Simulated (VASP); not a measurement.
```xyz
2
Lattice="4.3414 0.0000 0.0000 0.0000 4.3414 0.0000 0.0000 0.0000 4.3414" Properties=species:S:1:pos:R:3 pbc="T T T"
Cs     0.0000     0.0000     0.0000
Br     2.1707     2.1707     2.1707
```

The numbers are results of AM05 GGA, VASP's PBE PAW potentials (set 64) (plane waves; VASP), not measurements. Run with 520 eV cut-off, Gaussian smearing of 0.050 eV, potentials Cs_sv Br.

Unless said otherwise, spin-orbit coupling is left out, though it shifts the bands of the heavy elements here.

### Question
Give the energies of bands 3 to 11 at the high-symmetry points, in eV from the valence-band maximum.

### Answer

| band | Γ | X | M | R |
|---|---|---|---|---|
| 3 | -6.46 | -6.81 | -6.98 | -6.83 |
| 4 | -6.46 | -6.37 | -6.98 | -6.83 |
| 5 | -6.46 | -6.37 | -6.31 | -6.83 |
| 6 | -0.01 | -1.26 | -0.57 | -1.10 |
| 7 | -0.01 | -0.20 | -0.57 | -1.10 |
| 8 | -0.01 | -0.20 | 0.00 | -1.10 |
| 9 | 4.35 | 5.93 | 5.24 | 8.14 |
| 10 | 4.96 | 7.12 | 5.46 | 8.14 |
| 11 | 4.96 | 7.53 | 7.18 | 8.14 |

The gap is indirect, 4.35 eV, from the valence maximum at M to the conduction minimum at Γ.

Measured: gap 7.30 eV (computed value off by -2.95 eV), as given by Aguado et al., (1998), arXiv:cond-mat/9809176.

The compound is CsBr in the CsCl type structure. It was relaxed first.
